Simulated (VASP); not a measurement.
Given:

```xyz
3
Lattice="0.0000 2.3000 2.3000 2.3000 0.0000 2.3000 2.3000 2.3000 0.0000" Properties=species:S:1:pos:R:3 pbc="T T T"
Li     1.1500     1.1500     1.1500
Li     3.4500     3.4500     3.4500
O      0.0000     0.0000     0.0000
```

The numbers are results of optB86b-vdW, VASP's PBE PAW potentials (set 64) (plane waves; VASP), not measurements. Numerical set-up: 520 eV cut-off, 8×8×8 Γ-centred mesh, Gaussian smearing of 0.050 eV, potentials Li_sv O.

**Question.** What does the run give for the energy per atom (σ→0), band gap (on the k-mesh) with the smallest direct gap where there is one?

**Answer.** 
| Quantity | Result |
|---|---|
| band gap (on the k-mesh) | 5.06 eV |
| smallest direct gap (on the k-mesh) | 5.47 eV |
| energy per atom (σ→0) | -3.718 eV/atom |

Only differences to runs with the same potentials and settings are physical.

The compound is Li2O in the antifluorite structure. It was relaxed first. The start is the result of an earlier pass.
